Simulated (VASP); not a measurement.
Here is the system:

```xyz
1
Lattice="-2.5399 2.5399 2.5399 2.5399 -2.5399 2.5399 2.5399 2.5399 -2.5399" Properties=species:S:1:pos:R:3 pbc="T T T"
Ba     0.0000     0.0000     0.0000
```

Method: r2SCAN meta-GGA, VASP's PBE PAW potentials (set 64) (plane waves; VASP). Numerical set-up: PREC = Normal, EDIFF = 1E-5, 400 eV cut-off, 11×11×11 Γ-centred mesh, first-order Methfessel-Paxton smearing of 0.10 eV, potentials Ba_sv.

Unless said otherwise, spin-orbit coupling is left out, though it shifts the bands of the heavy elements here.

### Question
Estimate the energy per atom (σ→0), band gap (on the k-mesh) with the smallest direct gap where there is one.

### Answer

```
Quantity                                                     Value
------------------------  ----------------------------------------
band gap (on the k-mesh)  none (metal, semimetal or under 0.01 eV)
energy per atom (σ→0)                              -26436 meV/atom
```

Only differences to runs with the same potentials and settings are physical.

The compound is Ba in the bcc structure. It was relaxed first.
